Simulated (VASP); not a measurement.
Computed with rev-vdW-DF2, VASP's PBE PAW potentials (set 64) (plane waves; VASP 6.6.1).

A VASP calculation is set up with these files.

**INCAR**
```
! general
SYSTEM   = W
PREC     = Accurate
ENCUT    = 520   ! plane-wave cut-off (eV)
LREAL    = F
LASPH    = T

! electronic loop
EDIFF    = 1E-7
NELM     = 100
ALGO     = Normal   ! blocked Davidson
LMAXMIX  = 6   ! l cut-off of mixed one-centre charges

! smearing
ISMEAR   = 1   ! Methfessel-Paxton
SIGMA    = 0.1

! functional
GGA      = MK
LUSE_VDW = T
AGGAC    = 0.0
PARAM1   = 0.1234568
PARAM2   = 0.7114
ZAB_VDW  = -1.8867

! ions
ISIF     = 2   ! forces and stress, cell fixed

! output
LWAVE    = F
LCHARG   = F
```

File KPOINTS:
```
Regular mesh
0
gamma
  16 16 16
```

File POSCAR:
```
W
1
   -1.5863774011     1.5863774011     1.5863774011
    1.5863774011    -1.5863774011     1.5863774011
    1.5863774011     1.5863774011    -1.5863774011
W
1
Direct
  0.0000000000   0.0000000000   0.0000000000
```

POTCAR, in this order: W_sv (PBE.64 set). Program: vasp_std.

Output

File OUTCAR:
```
 ion  position               nearest neighbor table
   1  0.000  0.000  0.000-
  LATTYP: Found a body centered cubic cell.
 ALAT       =     3.1727548022
 Subroutine PRICEL returns:
 Original cell was already a primitive cell.
 Subroutine GETGRP returns: Found 48 space group operations
The static configuration has the point symmetry O_h .
The dynamic configuration has the point symmetry O_h .
 Subroutine INISYM returns: Found 48 space group operations
 Subroutine IBZKPT returns following result:
 Found    145 irreducible k-points:

 Following reciprocal coordinates:
            Coordinates               Weight
  0.000000  0.000000  0.000000      1.000000
  0.062500  0.000000  0.000000     12.000000
  0.125000  0.000000  0.000000     12.000000
  0.187500  0.000000  0.000000     12.000000
  0.250000  0.000000  0.000000     12.000000
  0.312500  0.000000  0.000000     12.000000
  0.375000  0.000000  0.000000     12.000000
  0.437500  0.000000  0.000000     12.000000
  0.500000  0.000000  0.000000      6.000000
  0.062500  0.062500  0.000000     24.000000
  0.125000  0.062500  0.000000     48.000000
  0.187500  0.062500  0.000000     48.000000
  0.250000  0.062500  0.000000     48.000000
  0.312500  0.062500 -0.000000     48.000000
  0.375000  0.062500  0.000000     48.000000
  0.437500  0.062500  0.000000     48.000000
  0.125000  0.125000  0.000000     24.000000
  0.187500  0.125000  0.000000     48.000000
  0.250000  0.125000  0.000000     48.000000
  0.312500  0.125000  0.000000     48.000000
  0.375000  0.125000  0.000000     48.000000
  0.437500  0.125000  0.000000     24.000000
  0.187500  0.187500  0.000000     24.000000
  0.250000  0.187500  0.000000     48.000000
  0.312500  0.187500  0.000000     48.000000
...
```

File OSZICAR:
```
       N       E                     dE             d eps       ncg     rms          rms(c)
DAV:   1     0.805217944481E+02    0.80522E+02   -0.79157E+03  3206   0.145E+03
DAV:   2    -0.934208871871E+01   -0.89864E+02   -0.86849E+02  3439   0.337E+02
DAV:   3    -0.109462702564E+02   -0.16042E+01   -0.15899E+01  3599   0.437E+01
DAV:   4    -0.109546108622E+02   -0.83406E-02   -0.83399E-02  3451   0.349E+00
DAV:   5    -0.109546803329E+02   -0.69471E-04   -0.69472E-04  3599   0.321E-01    0.207E+01
DAV:   6    -0.104671667862E+02    0.48751E+00   -0.56534E-01  3394   0.992E+00    0.821E+00
DAV:   7    -0.103431336903E+02    0.12403E+00   -0.29741E-01  3508   0.674E+00    0.631E-01
DAV:   8    -0.103395854084E+02    0.35483E-02   -0.45060E-03  3283   0.105E+00    0.160E-01
DAV:   9    -0.103393851528E+02    0.20026E-03   -0.25874E-04  3554   0.197E-01    0.439E-02
DAV:  10    -0.103393814847E+02    0.36681E-05   -0.26694E-05  3505   0.750E-02    0.502E-03
DAV:  11    -0.103393815039E+02   -0.19245E-07   -0.32918E-07  3240   0.812E-03
   1 F= -.10339382E+02 E0= -.10339171E+02  d E =-.632272E-03
```

### OUTCAR
```
------------------------ aborting loop because EDIFF is reached ----------------------------------------
  FORCE on cell =-STRESS in cart. coord.  units (eV):
  Direction    XX          YY          ZZ          XY          YZ          ZX
  --------------------------------------------------------------------------------------
  Total       -0.0685456     -0.0685456     -0.0685456      0.0000000      0.0000000      0.0000000
  in kB       -6.8771793     -6.8771793     -6.8771793      0.0000000      0.0000000      0.0000000
  external PRESSURE =      -6.8771793 kB  Pullay stress =       0.0000000 kB
  volume of cell :       15.97
      direct lattice vectors                 reciprocal lattice vectors
    -1.586377401  1.586377401  1.586377401     0.000000000  0.315183512  0.315183512
     1.586377401 -1.586377401  1.586377401     0.315183512  0.000000000  0.315183512
     1.586377401  1.586377401 -1.586377401     0.315183512  0.315183512  0.000000000
 POSITION                                       TOTAL-FORCE (eV/Angst)
 -----------------------------------------------------------------------------------
      0.00000      0.00000      0.00000        -0.000000     -0.000000      0.000000
 -----------------------------------------------------------------------------------
    total drift:                               -0.000000     -0.000000      0.000000
  FREE ENERGIE OF THE ION-ELECTRON SYSTEM (eV)
  ---------------------------------------------------
  free  energy   TOTEN  =       -10.3393815039 eV

  energy  without entropy=      -10.3387492316  energy(sigma->0) =      -10.33917075
```
(Selected blocks of OUTCAR.)

The compound is W in the bcc structure. It was relaxed first.
